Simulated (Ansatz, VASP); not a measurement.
# Zn34Te25S9 in two plane-wave programs

Wanted: the spread between two codes on one cell, functional and k mesh. Of the first pair: The cell is taken from a series of runs on this material, whose earlier steps may have relaxed, scaled, displaced or heated it; both programs get it as it stands.

Program: Ansatz 0.2.0. Level of theory: plane waves, with VASP 6.6.1 beside it; PBE. Results are calculated unless marked as measured.

### 1. The starting structure

The cell holds 68 atoms: 34 Zn, 25 Te and 9 S. Its edges and angles: a = 12.398 Å, b = 12.398 Å, c = 12.398 Å, α = 90.0°, β = 90.0°, γ = 90.0°.

### 2. Ansatz: single point, PBE, pair 1

Ansatz runs on its PAW soft_1 files.

With cell and atoms fixed, the geometry can't cause a difference; cores, projectors, grids and the points listed under the comparison can.

input.yaml

```yaml
crystal:
  lattice:
    - [12.398, 0.0, 0.0]
    - [0.0, 12.398, 0.0]
    - [0.0, 0.0, 12.398]
  atoms:
    - { symbol: Zn, position: [0.65302, 0.33631, 0.20827] }
    - { symbol: Zn, position: [0.49225, 0.56044, 0.9852] }
    - { symbol: Zn, position: [0.01594, 0.3827, 0.74668] }
    - { symbol: Zn, position: [0.11564, 0.51647, 0.45806] }
    - { symbol: Zn, position: [0.64921, 0.9854, 0.73083] }
    - { symbol: Zn, position: [0.13484, 0.85258, 0.52663] }
    - { symbol: Zn, position: [0.94495, 0.06058, 0.65554] }
    - { symbol: Zn, position: [0.24442, 0.17467, 0.49495] }
    - { symbol: Zn, position: [0.35123, 0.85981, 0.97284] }
    - { symbol: Zn, position: [0.98472, 0.31931, 0.20371] }
    - { symbol: Zn, position: [0.78042, 0.53413, 0.45167] }
    - { symbol: Zn, position: [0.31273, 0.3312, 0.20012] }
    - { symbol: Zn, position: [0.43832, 0.89576, 0.48296] }
    - { symbol: Zn, position: [0.01449, 0.87011, 0.95856] }
    - { symbol: Zn, position: [0.96576, 0.69622, 0.2461] }
    - { symbol: Zn, position: [0.80754, 0.99371, 0.22435] }
    - { symbol: Zn, position: [0.81568, 0.88637, 0.41958] }
    - { symbol: Zn, position: [0.50376, 0.1549, 0.94415] }
    - { symbol: Zn, position: [0.19448, 0.9906, 0.24128] }
    - { symbol: Zn, position: [0.65992, 0.85151, 0.9673] }
    - { symbol: Zn, position: [0.16165, 0.55055, 0.99047] }
    - { symbol: Zn, position: [0.36464, 0.37913, 0.74836] }
    - { symbol: Zn, position: [0.88571, 0.73481, 0.68129] }
    - { symbol: Zn, position: [0.20152, 0.71211, 0.68404] }
    - { symbol: Zn, position: [0.65856, 0.70875, 0.2405] }
    - { symbol: Zn, position: [0.31535, 0.72355, 0.23565] }
    - { symbol: Zn, position: [0.82307, 0.54674, 0.97553] }
    - { symbol: Zn, position: [0.1796, 0.159, 0.93707] }
    - { symbol: Zn, position: [0.53086, 0.70372, 0.72654] }
    - { symbol: Zn, position: [0.34773, 0.00985, 0.72758] }
    - { symbol: Zn, position: [0.8077, 0.17258, 0.93388] }
    - { symbol: Zn, position: [0.44201, 0.51215, 0.45468] }
    - { symbol: Zn, position: [0.59391, 0.19556, 0.51294] }
    - { symbol: Zn, position: [0.50855, 0.99715, 0.21311] }
    - { symbol: Te, position: [0.80641, 0.37809, 0.82526] }
    - { symbol: Te, position: [0.0003, 0.90128, 0.16778] }
    - { symbol: Te, position: [0.84223, 0.75209, 0.89604] }
    - { symbol: Te, position: [0.47719, 0.70775, 0.36909] }
    - { symbol: Te, position: [0.28103, 0.37738, 0.40515] }
    - { symbol: Te, position: [0.66094, 0.53385, 0.11456] }
    - { symbol: Te, position: [0.6202, 0.39137, 0.4169] }
    - { symbol: Te, position: [0.14268, 0.70489, 0.36542] }
    - { symbol: Te, position: [0.98378, 0.52502, 0.11017] }
    - { symbol: Te, position: [0.53722, 0.36746, 0.87501] }
    - { symbol: Te, position: [0.15431, 0.19201, 0.1514] }
    - { symbol: Te, position: [0.37811, 0.5794, 0.6521] }
    - { symbol: Te, position: [0.32598, 0.53428, 0.11524] }
    - { symbol: Te, position: [0.05625, 0.23512, 0.5913] }
    - { symbol: Te, position: [0.60738, 0.00656, 0.40987] }
    - { symbol: Te, position: [0.81164, 0.19992, 0.14923] }
    - { symbol: Te, position: [0.99038, 0.06527, 0.87285] }
    - { symbol: Te, position: [0.48789, 0.20725, 0.15343] }
    - { symbol: Te, position: [0.74771, 0.16164, 0.65736] }
    - { symbol: Te, position: [0.18086, 0.74266, 0.89744] }
    - { symbol: Te, position: [0.18906, 0.36399, 0.87026] }
    - { symbol: Te, position: [0.94877, 0.39194, 0.40772] }
    - { symbol: Te, position: [0.03723, 0.58081, 0.65622] }
    - { symbol: Te, position: [0.71214, 0.58919, 0.66018] }
    - { symbol: Te, position: [0.40706, 0.19898, 0.62807] }
    - { symbol: S, position: [0.9448, 0.89008, 0.56739] }
    - { symbol: S, position: [0.50266, 0.7474, 0.91399] }
    - { symbol: S, position: [0.34474, 0.04721, 0.9148] }
    - { symbol: S, position: [0.80788, 0.70247, 0.35369] }
    - { symbol: S, position: [0.65703, 0.04154, 0.91197] }
    - { symbol: S, position: [0.66241, 0.88605, 0.15763] }
    - { symbol: S, position: [0.34371, 0.89631, 0.16403] }
    - { symbol: S, position: [0.48761, 0.88755, 0.6657] }
    - { symbol: S, position: [0.25556, 0.98254, 0.43501] }
kpoints:
  mp_grid: { grid: [1, 1, 1] }
hamiltonian:
  xc: pbe
  pseudopotentials: { kind: paw, azcp: { folder: soft_1 } }
scf:
  occupations: { method: gaussian, width: 0.025 }
output:
  forces: true
```

Run with:

```console
ansatz run input.yaml --threads 4 --pin off --max-ram 15872MiB --backend cpu --events-out ev --progress --plain --runs-dir out
```

Numbers of over 12 decimals in the logs are rounded to 6 here.

The program printed:

```text
Engine: ansatz 0.2.0, aarch64-unknown-linux-gnu
Pseudopotentials: kind: paw
Pseudopotential: Zn, paw, valence charge 12, recommended cutoff 420 eV (normal), soft_1/Zn.paw.azcp
Pseudopotential: Te, paw, valence charge 16, recommended cutoff 420 eV (normal), soft_1/Te.paw.azcp
Pseudopotential: S, paw, valence charge 6, recommended cutoff 420 eV (normal), soft_1/S.paw.azcp
Functional definition: PBE
  parameter kappa = 0.804
  parameter beta = 0.066725
  exchange = pbe_x(kappa = kappa, mu = beta*pi^2/3)
  correlation = pbe_c(beta = beta)
Crystal: 68 atoms, lattice volume = 1905.702 Å³
Basis set: ecut = 420 eV, 37385 PW (Γ), exchange–correlation on 180×180×180 points (8 copies of the dense FFT grid, shifted against one another)
Bands: 499, of which v1, the nominal top of the filled ones, is band 431 counted from 1 (430 counted from 0)
Symmetry: 1 space group operations
Space group: P1 (ITA 1), of the structure as read, at distance tolerance 1.2e-4 Å
k-points: 1
Non-local potential: Zn, projectors of the file, l = 0: 2, l = 1: 2, l = 2: 3, l = 3: 1
Non-local potential: Te, projectors of the file, l = 0: 2, l = 1: 2, l = 2: 2, l = 3: 1
Non-local potential: S, projectors of the file, l = 0: 2, l = 1: 2, l = 2: 1
PAW form: soft (Blöchl's): semilocal exchange-correlation on the pseudo side does not see the compensation charge
PAW one-centre angular grid: Zn, 590 points (default); XC on 64 Gauss nodes
PAW one-centre angular grid: Te, 590 points (default); XC on 64 Gauss nodes
PAW one-centre angular grid: S, 110 points (default); XC on 64 Gauss nodes
Initial density: superposition of atomic densities (chi_scale 0.1, normalization cell, long waves kept (reshape's long-wave potential 0.31 eV rms))
Initial wavefunctions: pseudopotential atomic-orbital guess
Functional: x = pbe(κ = 0.804, μ = 0.219515), c = pbe(β = 0.066725)
SCF iter   1: F=—  HF=-295492.652896 eV  |F-HF|=—  |Δ(HF+E_count)|=         —  Δρ=2.99e-2  dr2=2.27e1  ethr=3.10e-3  ⟨swp⟩=6.0  Hψ=2047  notcnv=0  defer=34
preconditioner: auto → Resta (q_TF=auto, 2.390 Å⁻¹)  ε∞=6.0  [insulator: Δε(μ)=0.230 eV  Ē_g=9.440 eV  σ=0.025 eV  W_gap=1.00  n_scr=460 (ndim 8)  ℏωp=21.0 eV  f_vac=0.066  D(μ)=0.00/eV (n_scr^D=0)  ε∞_Penn≈6.0]
SCF iter   2: F=—  HF=-295489.731235 eV  |F-HF|=—  |Δ(HF+E_count)|=    2.92e0  Δρ=1.36e-2  dr2=8.96e0  ethr=2.63e-3  ⟨swp⟩=3.0  Hψ=855  notcnv=0  defer=60
SCF iter   3: F=—  HF=-295489.602653 eV  |F-HF|=—  |Δ(HF+E_count)|=   1.29e-1  Δρ=9.83e-3  dr2=5.31e0  ethr=1.04e-3  ⟨swp⟩=3.0  Hψ=589  notcnv=0  defer=60
SCF iter   4: F=—  HF=-295489.041819 eV  |F-HF|=—  |Δ(HF+E_count)|=   5.61e-1  Δρ=4.68e-3  dr2=1.70e0  ethr=6.16e-4  ⟨swp⟩=2.0  Hψ=498  notcnv=0  defer=60
SCF iter   5: F=—  HF=-295489.001138 eV  |F-HF|=—  |Δ(HF+E_count)|=   4.07e-2  Δρ=5.61e-3  dr2=3.63e0  ethr=1.97e-4  ⟨swp⟩=5.0  Hψ=731  notcnv=0  defer=60
SCF iter   6: F=—  HF=-295488.925126 eV  |F-HF|=—  |Δ(HF+E_count)|=   7.60e-2  Δρ=2.74e-3  dr2=4.91e-1  ethr=1.97e-4  ⟨swp⟩=1.0  Hψ=575  notcnv=0  defer=62
SCF iter   7: F=—  HF=-295488.905804 eV  |F-HF|=—  |Δ(HF+E_count)|=   1.93e-2  Δρ=1.76e-3  dr2=3.08e-1  ethr=5.70e-5  ⟨swp⟩=2.0  Hψ=438  notcnv=0  defer=62
SCF iter   8: F=—  HF=-295488.897072 eV  |F-HF|=—  |Δ(HF+E_count)|=   8.73e-3  Δρ=1.27e-3  dr2=2.05e-1  ethr=3.57e-5  ⟨swp⟩=1.0  Hψ=437  notcnv=0  defer=62
SCF iter   9: F=—  HF=-295488.892146 eV  |F-HF|=—  |Δ(HF+E_count)|=   4.93e-3  Δρ=3.66e-4  dr2=1.40e-2  ethr=2.37e-5  ⟨swp⟩=2.0  Hψ=438  notcnv=0  defer=62
SCF iter  10: F=—  HF=-295488.896547 eV  |F-HF|=—  |Δ(HF+E_count)|=   4.40e-3  Δρ=1.45e-3  dr2=2.47e-1  ethr=1.62e-6  ⟨swp⟩=2.0  Hψ=714  notcnv=0  defer=62
SCF iter  11: F=—  HF=-295488.892659 eV  |F-HF|=—  |Δ(HF+E_count)|=   3.89e-3  Δρ=3.94e-4  dr2=1.89e-2  ethr=1.62e-6  ⟨swp⟩=2.0  Hψ=714  notcnv=0  defer=62
SCF iter  12: F=—  HF=-295488.892277 eV  |F-HF|=—  |Δ(HF+E_count)|=   3.81e-4  Δρ=1.54e-4  dr2=2.87e-3  ethr=1.62e-6  ⟨swp⟩=1.0  Hψ=437  notcnv=0  defer=62
SCF iter  13: F=—  HF=-295488.892247 eV  |F-HF|=—  |Δ(HF+E_count)|=   3.06e-5  Δρ=3.03e-5  dr2=3.48e-5  ethr=3.33e-7  ⟨swp⟩=1.0  Hψ=437  notcnv=0  defer=62
SCF iter  14: F=—  HF=-295488.894274 eV  |F-HF|=—  |Δ(HF+E_count)|=   2.03e-3  Δρ=1.74e-5  dr2=1.44e-5  ethr=4.04e-9  ⟨swp⟩=2.0  Hψ=770  notcnv=0  defer=62
SCF iter  15: F=—  HF=-295488.894276 eV  |F-HF|=—  |Δ(HF+E_count)|=   1.69e-6  Δρ=6.95e-6  dr2=2.97e-6  ethr=1.67e-9  ⟨swp⟩=2.0  Hψ=709  notcnv=0  defer=62
SCF iter  16: F=—  HF=-295488.894277 eV  |F-HF|=—  |Δ(HF+E_count)|=   5.87e-7  Δρ=4.14e-6  dr2=1.44e-6  ethr=3.45e-10  ⟨swp⟩=2.0  Hψ=709  notcnv=0  defer=62
SCF iter  17: F=—  HF=-295488.894277 eV  |F-HF|=—  |Δ(HF+E_count)|=   3.65e-7  Δρ=3.09e-6  dr2=3.62e-7  ethr=1.67e-10  ⟨swp⟩=2.0  Hψ=710  notcnv=0  defer=62
SCF iter  18: F=—  HF=-295488.894277 eV  |F-HF|=—  |Δ(HF+E_count)|=   8.57e-8  Δρ=2.25e-6  dr2=6.30e-7  ethr=4.20e-11  ⟨swp⟩=2.0  Hψ=710  notcnv=0  defer=62
SCF iter  19: F=-295488.894277 eV  HF=-295488.894277 eV  |F-HF|=5.30e-8  |Δ(HF+E_count)|=   8.27e-9  Δρ=9.08e-7  dr2=7.38e-8  ethr=1.16e-11  ⟨swp⟩=3.0  Hψ=1399  notcnv=0
SCF 1 converged in 19 iterations: F = -295488.894277 eV  dr2 = 7.38e-8
  greatest PAW one-centre occupation: 0.998 electrons in one spin orbital (limit 2), on the Te atom at site 34 (counted from 0), in its partial waves of l = 2
SCF converged after 19 iterations
Free energy (F): -295488.894277 eV
Harris-Foulkes:  -295488.894277 eV  (|F-HF|=5.30e-8)
Internal energy: -295488.876443 eV  (E = F + TS)
E sigma→0 (E₀):  -295488.885360 eV
Entropy (-TS):   -0.017834 eV (-0.262 meV/atom)
Fermi energy:    6.467231 eV
--- Per-component energies (eV) ---
  E_band       = -7326.785578
  E_kinetic    = 10200.895571
  E_local      = -122650.546853  (includes V_loc(G=0)·N_el)
  E_nonlocal   = 29868.015926
  E_hartree    = 52278.260117
  E_xc         = -6475.393888
  E_vxc        = -4956.716797  (∫ρ·V_xc dr)
  E_paw        = -186825.475915  (= ΣΔE_a)
  E_vpaw       = -24344.947939  (= ΣTr[D̂ρ^β])
  E_aug_tail   = -0.006528  (compensation charges beyond the density's cutoff)
  E_ewald      = -71884.624872
  E_smearing   = -0.017834  (= −TS)
  E_closure    = 0.000000  (closes the sum)
  Σ components = -295488.894277   (vs F -295488.894277, Δ=0.00e0)
--- Forces (eV/Å), atoms counted from 1 ---
  atom   1  Zn    -0.19079983    -0.04831691     0.13561536
  atom   2  Zn     0.16780153    -0.12168868     0.03717439
  atom   3  Zn    -0.45743562     0.14796894     0.13002274
  atom   4  Zn    -0.13018090    -0.10477718    -0.10100772
  atom   5  Zn    -0.45791108     0.73539346    -0.30561796
  atom   6  Zn     0.19462311     0.02000052     0.09588837
  atom   7  Zn    -0.29325515     0.17060359     0.00264327
  atom   8  Zn    -0.06192355    -0.08456909     0.02625794
  atom   9  Zn    -0.06581938    -0.08347469     0.09592884
  atom  10  Zn    -0.09396920     0.06073597     0.01680673
  atom  11  Zn    -0.17527444     0.14514954     0.44690769
  atom  12  Zn    -0.00239598    -0.07748714    -0.08013944
  atom  13  Zn    -0.11212609    -0.15899899    -0.30988256
  atom  14  Zn    -0.23832339    -0.18430408    -0.27656482
  atom  15  Zn     0.06123360     0.06982030    -0.06156968
  atom  16  Zn    -0.06630802     0.17214226    -0.30998834
  atom  17  Zn    -0.11546662    -0.11477845     0.32526839
  atom  18  Zn     0.09255737     0.35447397     0.10439705
  atom  19  Zn     0.03424531     0.13135105     0.21016263
  atom  20  Zn     0.04002169     0.09817431     0.19665910
  atom  21  Zn    -0.22820385    -0.19441833     0.08457248
  atom  22  Zn     0.35717104     0.25015849     0.04804174
  atom  23  Zn    -0.57182799    -0.28868409    -0.10012692
  atom  24  Zn     0.20588339     0.13520873    -0.22500512
[...]
atom  61  S      0.26261223    -0.15428529     0.31916142
  atom  62  S     -0.54291180    -0.12303735    -0.66975423
  atom  63  S      0.33015701    -0.02125163     0.09737006
  atom  64  S     -0.16563699    -0.30946671    -0.04538613
  atom  65  S     -0.13800382    -0.35370157    -0.36755974
  atom  66  S      0.09868993     0.08881575    -0.29702858
  atom  67  S      0.16606111     0.16517029     0.40551788
  atom  68  S     -0.15435665     0.40529489    -0.06290103
  max |Σ_I F_I| component: 6.14e-6 eV/Å
```

### 3. VASP: single point, PBE, pair 1

The same cell, functional, mesh and smearing now go to VASP, with its own data sets.

Lines of VASP's logs that name or quote its potential files are left out, and so is its time.

INCAR

```
SYSTEM = Zn34Te25S9
PREC = Accurate
ENCUT = 400
EDIFF = 1E-06
NELM = 120
ISMEAR = 0
SIGMA = 0.025
LREAL = Auto
ALGO = Normal
GGA = PE
NBANDS = 360
LORBIT = 11
LWAVE = .FALSE.
LCHARG = .FALSE.
ISIF = 2
LASPH = .TRUE.
GGA_COMPAT = .FALSE.
NCORE = 2
```

POSCAR

```
Zn34Te25S9
1.0
   12.3980000000      0.0000000000      0.0000000000
    0.0000000000     12.3980000000      0.0000000000
    0.0000000000      0.0000000000     12.3980000000
Zn Te S
34 25 9
Direct
    0.6530200000      0.3363100000      0.2082700000
    0.4922500000      0.5604400000      0.9852000000
    0.0159400000      0.3827000000      0.7466800000
    0.1156400000      0.5164700000      0.4580600000
    0.6492100000      0.9854000000      0.7308300000
    0.1348400000      0.8525800000      0.5266300000
    0.9449500000      0.0605800000      0.6555400000
    0.2444200000      0.1746700000      0.4949500000
    0.3512300000      0.8598100000      0.9728400000
    0.9847200000      0.3193100000      0.2037100000
    0.7804200000      0.5341300000      0.4516700000
    0.3127300000      0.3312000000      0.2001200000
    0.4383200000      0.8957600000      0.4829600000
    0.0144900000      0.8701100000      0.9585600000
    0.9657600000      0.6962200000      0.2461000000
    0.8075400000      0.9937100000      0.2243500000
    0.8156800000      0.8863700000      0.4195800000
    0.5037600000      0.1549000000      0.9441500000
    0.1944800000      0.9906000000      0.2412800000
    0.6599200000      0.8515100000      0.9673000000
    0.1616500000      0.5505500000      0.9904700000
    0.3646400000      0.3791300000      0.7483600000
    0.8857100000      0.7348100000      0.6812900000
    0.2015200000      0.7121100000      0.6840400000
    0.6585600000      0.7087500000      0.2405000000
    0.3153500000      0.7235500000      0.2356500000
    0.8230700000      0.5467400000      0.9755300000
    0.1796000000      0.1590000000      0.9370700000
    0.5308600000      0.7037200000      0.7265400000
    0.3477300000      0.0098500000      0.7275800000
    0.8077000000      0.1725800000      0.9338800000
    0.4420100000      0.5121500000      0.4546800000
    0.5939100000      0.1955600000      0.5129400000
    0.5085500000      0.9971500000      0.2131100000
    0.8064100000      0.3780900000      0.8252600000
    0.0003000000      0.9012800000      0.1677800000
    0.8422300000      0.7520900000      0.8960400000
    0.4771900000      0.7077500000      0.3690900000
    0.2810300000      0.3773800000      0.4051500000
    0.6609400000      0.5338500000      0.1145600000
    0.6202000000      0.3913700000      0.4169000000
    0.1426800000      0.7048900000      0.3654200000
    0.9837800000      0.5250200000      0.1101700000
    0.5372200000      0.3674600000      0.8750100000
    0.1543100000      0.1920100000      0.1514000000
    0.3781100000      0.5794000000      0.6521000000
    0.3259800000      0.5342800000      0.1152400000
    0.0562500000      0.2351200000      0.5913000000
    0.6073800000      0.0065600000      0.4098700000
    0.8116400000      0.1999200000      0.1492300000
    0.9903800000      0.0652700000      0.8728500000
    0.4878900000      0.2072500000      0.1534300000
    0.7477100000      0.1616400000      0.6573600000
    0.1808600000      0.7426600000      0.8974400000
    0.1890600000      0.3639900000      0.8702600000
    0.9487700000      0.3919400000      0.4077200000
    0.0372300000      0.5808100000      0.6562200000
    0.7121400000      0.5891900000      0.6601800000
    0.4070600000      0.1989800000      0.6280700000
    0.9448000000      0.8900800000      0.5673900000
    0.5026600000      0.7474000000      0.9139900000
    0.3447400000      0.0472100000      0.9148000000
    0.8078800000      0.7024700000      0.3536900000
    0.6570300000      0.0415400000      0.9119700000
    0.6624100000      0.8860500000      0.1576300000
    0.3437100000      0.8963100000      0.1640300000
    0.4876100000      0.8875500000      0.6657000000
    0.2555600000      0.9825400000      0.4350100000
```

KPOINTS

```
Automatic mesh
0
Gamma
1 1 1
0 0 0
```

Potentials, in the order of the species: Zn, Te and S (PBE family, release 64).

Run with:

```console
mpirun -np 8 vasp_gam
```

The program printed:

```text
[banner, memory and clock lines left out]
running    8 mpi-ranks, on    1 nodes
[...]
LDA part: xc-table for (Slater+PW92), standard interpolation
 POSCAR, INCAR and KPOINTS ok, starting setup
[...]
entering main loop
       N       E                     dE             d eps       ncg     rms          rms(c)
DAV:   1     0.596939216937E+04    0.59694E+04   -0.24467E+05   720   0.170E+03
DAV:   2     0.104271138344E+04   -0.49267E+04   -0.48047E+04   720   0.442E+02
DAV:   3    -0.579006592606E+02   -0.11006E+04   -0.10307E+04   792   0.180E+02
DAV:   4    -0.180989694298E+03   -0.12309E+03   -0.12062E+03   808   0.571E+01
[...]
DAV:  21    -0.175096507336E+03   -0.42545E-06   -0.12904E-05   816   0.148E-02    0.215E-02
DAV:  22    -0.175096505177E+03    0.21594E-05   -0.32404E-05   568   0.684E-03    0.787E-03
DAV:  23    -0.175096505155E+03    0.21915E-07   -0.28214E-06   440   0.415E-03
   1 F= -.17509651E+03 E0= -.17508757E+03  d E =-.178623E-01
```

Parts of OUTCAR (step 3):

```text
 POSITION                                       TOTAL-FORCE (eV/Angst)
 -----------------------------------------------------------------------------------
      8.09614      4.16957      2.58213        -0.191600     -0.047393      0.135749
      6.10292      6.94834     12.21451         0.168062     -0.123401      0.033029
      0.19762      4.74471      9.25734        -0.462762      0.150278      0.126673
      1.43370      6.40320      5.67903        -0.124771     -0.109749     -0.097653
      8.04891     12.21699      9.06083        -0.452164      0.731200     -0.314852
      1.67175     10.57029      6.52916         0.198681      0.019688      0.100406
     11.71549      0.75107      8.12738        -0.292581      0.178230      0.009370
      3.03032      2.16556      6.13639        -0.063566     -0.082629      0.023591
      4.35455     10.65992     12.06127        -0.069783     -0.089133      0.094600
     12.20856      3.95881      2.52560        -0.095635      0.059623      0.019205
      9.67565      6.62214      5.59980        -0.174335      0.134908      0.447110
      3.87723      4.10622      2.48109        -0.000123     -0.081050     -0.086818
      5.43429     11.10563      5.98774        -0.117712     -0.162578     -0.316801
      0.17965     10.78762     11.88423        -0.236998     -0.183010     -0.278493
[...]
-----------------------------------------------------------------------------------
    total drift:                                0.004313      0.040418      0.016992

  FREE ENERGIE OF THE ION-ELECTRON SYSTEM (eV)
  ---------------------------------------------------
  free  energy   TOTEN  =      -175.0965051550 eV

  energy  without entropy=     -175.0786429004  energy(sigma->0) =     -175.08757403

[... 2 further parts left out ...]
```

The gap is under twice the smearing width, so the edge states are partly filled and the run can't tell a small gap from a semimetal.

### 4. Comparison

Known differences besides the potentials themselves: the data sets hold 862 valence electrons in Ansatz (on its PAW soft_1 files) and 612 in VASP; the cutoff is 420 eV in Ansatz and 400 eV in VASP (PREC = Accurate, projectors in real space). Total energies have different zeros and are not compared.

Forces on 8 of the 68 atoms, those with the largest forces and the largest differences (eV/Å; atoms numbered as in POSCAR):

```
atom          Ansatz x, y, z            VASP x, y, z
 Zn5   -0.458, 0.735, -0.306   -0.452, 0.731, -0.315
Zn19     0.034, 0.131, 0.210     0.022, 0.138, 0.211
Zn30     0.877, 0.237, 0.220     0.870, 0.234, 0.216
Te35    1.109, -0.032, 0.646    1.095, -0.036, 0.641
Te53  -0.090, -0.907, -0.082  -0.083, -0.890, -0.080
Te54     0.102, 0.709, 0.202     0.107, 0.711, 0.201
Te58    0.221, 0.876, -0.331    0.226, 0.871, -0.322
 S62  -0.543, -0.123, -0.670  -0.546, -0.123, -0.663
```

The forces differ by 4.7 meV/Å r.m.s., which is 1.8 % of the r.m.s. force of 0.267 eV/Å (both taken over all components).

(Part 1 of 3 ends here.)

[Lines on the potential files, build, host, timing and source positions are cut from VASP's logs without a mark.]

[Logs are printed without paths, hosts, clocks, repeated set-up lines and the standing remarks that a program may print on its own settings, such as how far it seeks lower states.]

[Hosts, paths, dates, database ids (printed as entryN), source tags and the programs' standing remarks are cut or masked in the printed files.]
